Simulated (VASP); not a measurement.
All values below come from RPA correlation on PBE orbitals, VASP's PBE PAW potentials (set 64) (plane waves; VASP).

Input for VASP

### KPOINTS
```
Automatic mesh
0
Gamma
4 4 4
0 0 0
```

**INCAR**
```
GGA = PE   ! PBE
NBANDS = 416
LREAL = .False.
ENCUTGW = 300
SIGMA = 0.01
ISMEAR = 0   ! Gaussian
ENCUT = 500
LASPH = .True.
SYSTEM = LiH
LCHARG = .False.
ALGO = ACFDT
LWAVE = .False.
PREC = Normal
NOMEGA = 12
```

### POSCAR
```
LiH
1
    0.0000000000     2.0124290000     2.0124290000
    2.0124290000     0.0000000000     2.0124290000
    2.0124290000     2.0124290000     0.0000000000
Li H
1 1
Direct
  0.0000000000   0.0000000000   0.0000000000
  0.5000000000   0.5000000000   0.5000000000
```

POTCAR, in this order: Li_sv_GW H_GW (PBE.64 set). Program: vasp_std. Read from the step before: WAVECAR, WAVEDER.

The run wrote:

File OUTCAR:
```
 ion  position               nearest neighbor table
   1  0.000  0.000  0.000-
   2  0.500  0.500  0.500-
  LATTYP: Found a face centered cubic cell.
 ALAT       =     4.0248580000
 Subroutine PRICEL returns:
 Original cell was already a primitive cell.
 Subroutine GETGRP returns: Found 48 space group operations
The static configuration has the point symmetry O_h .
The dynamic configuration has the point symmetry O_h .
 Subroutine INISYM returns: Found 48 space group operations
 Subroutine IBZKPT returns following result:
 Found      8 irreducible k-points:

 Following reciprocal coordinates:
            Coordinates               Weight
  0.000000  0.000000  0.000000      1.000000
  0.250000  0.000000  0.000000      8.000000
  0.500000  0.000000  0.000000      4.000000
  0.250000  0.250000  0.000000      6.000000
  0.500000  0.250000  0.000000     24.000000
 -0.250000  0.250000  0.000000     12.000000
  0.500000  0.500000  0.000000      3.000000
 -0.250000  0.500000  0.250000      6.000000
 Subroutine IBZKPT_HF returns following result:
   k-points           NKPTS =      8   k-points in BZ     NKDIM =     64   number of bands    NBANDS=    416
   number of dos      NEDOS =    301   number of ions     NIONS =      2
   total plane-waves  NPLWV =   4096
   dimension x,y,z NGX =    16 NGY =   16 NGZ =   16
   dimension x,y,z NGXF=    32 NGYF=   32 NGZF=   32
   ions per type =               1   1
   PREC   = normal    normal or accurate (medium, high low for compatibility)
   ISTART =      1    job   : 0-new  1-cont  2-samecut
   ICHARG =      0    charge: 1-file 2-atom 10-const
   ISPIN  =      1    spin polarized calculation?
   LNONCOLLINEAR =      F non collinear calculations
   LSORBIT =      F    spin-orbit coupling
   INIWAV =      1    electr: 0-lowe 1-rand  2-diag
   ENCUT  =  500.0 eV  36.75 Ry    6.06 a.u.   5.19  5.19  5.19*2*pi/ulx,y,z
   NELM   =     60;   NELMIN=  2; NELMDL=  0     # of ELM steps
   EDIFF  = 0.1E-03   stopping-criterion for ELM
   LREAL  =      F    real-space projection
   NLSPLINE    = F    spline interpolate recip. space projectors
   LMAXMIX     =    2 max onsite mixed and CHGCAR
   VOSKOWN=      0    Vosko Wilk Nusair interpolation
   EDIFFG = 0.1E-02   stopping-criterion for IOM
   NSW    =      0    number of steps for IOM
   NBLOCK =      1;   KBLOCK =      1    inner block; outer block
   IBRION =     -1    ionic relax: 0-MD 1-quasi-New 2-CG
   NFREE  =      0    steps in history (QN), initial steepest desc. (CG)
   ISIF   =      0    stress and relaxation
   ISYM   =      3    0-nonsym 1-usesym 2-fastsym
   TEIN   =    0.0    initial temperature
   TEBEG  =    0.0;   TEEND  =   0.0 temperature during run
   SMASS  =  -3.00    Nose mass-parameter (am)
   PSTRESS=    0.0 pullay stress
   NELECT =       4.0000    total number of electrons
   EFERMI =   0.00;   METHOD = LEGACY
   ISMEAR =     0;   SIGMA  =   0.01  broadening in eV -4-tet -1-fermi 0-gaus
   IALGO  =     38    algorithm
   LDIAG  =      T    sub-space diagonalisation (order eigenvalues)
   IMIX   =      4    mixing-type and parameters
     AMIX     =   0.40;   BMIX     =  1.00
     AMIX_MAG =   1.60;   BMIX_MAG =  1.00
     AMIN     =   0.10
   GGA     = PE    functional components
   VOSKOWN =     0    Vosko Wilk Nusair interpolation
   LHFCALC =     T    Hartree Fock is set to
   NKREDX  =     1    reduce k-point grid by
   AEXX    =    1.0000 exact exchange contribution
   HFSCREEN=    0.0000 screening length (either q_TF or 0.3 A-1)
   HFRCUT  =    0.0000 spherical cutoff for potential kernel
   AGGAX   =    0.0000 GGA exchange part
   ALDAC   =    0.0000 LDA correlation
   AGGAC   =    0.0000 GGA correlation
...
```

### OSZICAR
```
energies w=
    0.000    0.678    0.000    2.190    0.000    4.225    0.000    7.311
    0.000   12.308    0.000   20.710    0.000   35.198    0.000   60.742
    0.000  106.953    0.000  193.999    0.000  374.102    0.000  884.327
NQ=   1    0.0000    0.0000    0.0000,
 performed        635000 updates of chi_q(r,r)
NQ=   2    0.2500    0.0000    0.0000,
 performed       1270000 updates of chi_q(r,r)
NQ=   3    0.5000    0.0000    0.0000,
 performed       1905000 updates of chi_q(r,r)
NQ=   4    0.2500    0.2500    0.0000,
 performed       2540000 updates of chi_q(r,r)
NQ=   5    0.5000    0.2500    0.0000,
 performed       3175000 updates of chi_q(r,r)
NQ=   6   -0.2500    0.2500    0.0000,
 performed       3810000 updates of chi_q(r,r)
NQ=   7    0.5000    0.5000    0.0000,
 performed       4445000 updates of chi_q(r,r)
NQ=   8   -0.2500    0.5000    0.2500,
 performed       5080000 updates of chi_q(r,r)
```

File OUTCAR:
```


      cutoff energy     smooth cutoff   RPA   correlation   Hartree contr. to MP2
---------------------------------------------------------------------------------
            300.000           240.000       -3.3424770479       -4.4021855837
            285.714           228.571       -3.3010521048       -4.3558620138
            272.109           217.687       -3.2586518836       -4.3084736253
            259.151           207.321       -3.2163681631       -4.2612446884
            246.811           197.449       -3.1735250249       -4.2134200711
            235.058           188.046       -3.1306291375       -4.1655785836
            223.865           179.092       -3.0876995965       -4.1177315546
            213.204           170.564       -3.0452812371       -4.0704773408
  linear regression
  converged value                           -3.7762610436       -4.8862085700
```
(Selected blocks of OUTCAR.)

The mesh is coarse, so the correlation energy is not converged in k-points.

The compound is LiH in the rock salt structure. This cell is one point of a volume scan, at 0.96 of the reference volume. The k-mesh is coarse (spacing up to 0.68 per Å, 2π included), so the numbers may not be converged in it.
